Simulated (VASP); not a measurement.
An input for Quantum ESPRESSO's pw.x (written as the equivalent of a VASP run, and not itself run):

```
&CONTROL
  calculation = 'scf'
  pseudo_dir = './pseudo'
  outdir = './out'
  tprnfor = .true.
  tstress = .true.
/
&SYSTEM
  ibrav = 0
  nat = 4
  ntyp = 1
  ecutwfc = 82
  occupations = 'tetrahedra'
  input_dft = 'pbe'
  vdw_corr = 'grimme-d3'
  dftd3_version = 4
  dftd3_threebody = .false.
/
&ELECTRONS
  conv_thr = 7.3e-09
  electron_maxstep = 100
/
ATOMIC_SPECIES
  C 12.011 C.upf
CELL_PARAMETERS angstrom
     1.2330805   -2.1357576    0.0000000
     1.2330805    2.1357576    0.0000000
     0.0000000    0.0000000    6.7104250
ATOMIC_POSITIONS crystal
  C    0.0000000  0.0000000  0.2500000
  C    0.0000000  0.0000000  0.7500000
  C    0.3333330  0.6666670  0.2500000
  C    0.6666670  0.3333330  0.7500000
K_POINTS automatic
  11 11 4 0 0 0
```

Question: Translate this input to VASP (INCAR, KPOINTS, POSCAR, choice of POTCAR).

Answer: One answer among several that fit: 
KPOINTS:
```
Regular mesh
0
gamma
 11 11 4
0 0 0
```

File POSCAR:
```
C
1
    1.2330805222    -2.1357576173     0.0000000000
    1.2330805222     2.1357576173     0.0000000000
    0.0000000000     0.0000000000     6.7104250183
C
4
Direct
  0.0000000000   0.0000000000   0.2500000000
  0.0000000000   0.0000000000   0.7500000000
  0.3333330000   0.6666670000   0.2500000000
  0.6666670000   0.3333330000   0.7500000000
```

### INCAR
```
! general
SYSTEM  =  C
PREC    =  Accurate
ENCUT   =  520
LREAL   =  .FALSE.
LASPH   =  .TRUE.

! electronic loop
EDIFF   =  1E-7
NELM    =  100
ALGO    =  Normal

! smearing
ISMEAR  =  -5

! functional
GGA     =  PE
IVDW    =  12

! ions
ISIF    =  2

! output
LWAVE   =  .FALSE.
LCHARG  =  .TRUE.
LORBIT  =  11
NEDOS   =  601

! other
LEFG    =  .TRUE.
```

POTCAR, in this order: C (PBE.64 set). Program: vasp_std.

The two are equivalent in intent, not identical: the potentials are each code's own (VASP's PAW set, PseudoDojo norm-conserving files in pw.x), so ENCUT and ecutwfc are chosen apart and not converted; conv_thr bounds pw.x's estimated SCF error, while EDIFF bounds the energy change between steps; the field gradients of LEFG aren't asked of the other code.

The compound is C in the graphite structure. It was relaxed first.
